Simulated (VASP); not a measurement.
Data:

```
CELL_PARAMETERS angstrom
      6.69155     0.00000     0.00000
      0.00000     6.69155     0.00000
      0.00000     0.00000     6.69155
ATOMIC_POSITIONS crystal
  Ba 0.62500 0.37500 0.87500
  Ba 0.37500 0.87500 0.62500
  Ba 0.87500 0.62500 0.37500
  Ba 0.12500 0.12500 0.12500
  Si 0.83173 0.83173 0.83173
  Si 0.91827 0.08173 0.58173
  Si 0.66827 0.16827 0.33173
  Si 0.58173 0.91827 0.08173
  Si 0.33173 0.66827 0.16827
  Si 0.41827 0.41827 0.41827
  Si 0.16827 0.33173 0.66827
  Si 0.08173 0.58173 0.91827
```

Computed with PBEsol GGA, VASP's PBE PAW potentials (set 64) (plane waves; VASP 6.6.1). Settings: 400 eV cut-off, 4×4×4 Γ-centred mesh, tetrahedra with Blöchl corrections, potentials Ba_sv Si.

The cores are frozen, which limits the accuracy of field gradients.

Question: Give the principal components of the electric field gradient (V/Å²) and the asymmetry η at each nucleus.

Answer: 
```
atom    Vxx    Vyy    Vzz     η
----  -----  -----  -----  ----
Ba1   -14.7  -14.7   29.5  0.00
Ba2   -14.7  -14.7   29.5  0.00
Ba3   -14.7  -14.7   29.5  0.00
Ba4   -14.7  -14.7   29.5  0.00
Si5    19.3   19.3  -38.5  0.00
Si6    19.3   19.3  -38.5  0.00
Si7    19.3   19.3  -38.5  0.00
Si8    19.3   19.3  -38.5  0.00
Si9    19.3   19.3  -38.5  0.00
Si10   19.3   19.3  -38.5  0.00
Si11   19.3   19.3  -38.5  0.00
Si12   19.3   19.3  -38.5  0.00
```

The structure comes from a computed database's BaSi2 entry (P4_332); how it stands against other phases isn't given here. It was relaxed first.
